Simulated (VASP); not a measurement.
Input:

```
CELL_PARAMETERS angstrom
      0.00000     3.31244     3.31244
      3.31244     0.00000     3.31244
      3.31244     3.31244     0.00000
ATOMIC_POSITIONS crystal
  Cd 0.00000 0.00000 0.00000
  Te 0.25000 0.25000 0.25000
```

Computed with HSE06 screened hybrid, VASP's PBE PAW potentials (set 64) (plane waves; VASP 6.6.1). Run with 520 eV cut-off, 6×6×6 Γ-centred mesh, Gaussian smearing of 0.050 eV, potentials Cd Te.

Unless said otherwise, spin-orbit coupling is left out, though it shifts the bands of the heavy elements here.

**Question.** Predict the energy per atom (σ→0), pressure, band gap (over the mesh, the named points and PBE's band edges) with the smallest direct gap where there is one.

**Answer.** 
- band gap (over the mesh, the named points and PBE's band edges) = 1.35 eV
- smallest direct gap (over the mesh, the named points and PBE's band edges) = 1.35 eV
- energy per atom (σ→0) = -3.025 eV/atom
- pressure = -1.07 GPa

Total energies compare only between runs with the same potentials, cut-off and functional.

The compound is CdTe in the zinc blende structure. It was relaxed first, which changed the volume by +7 %.
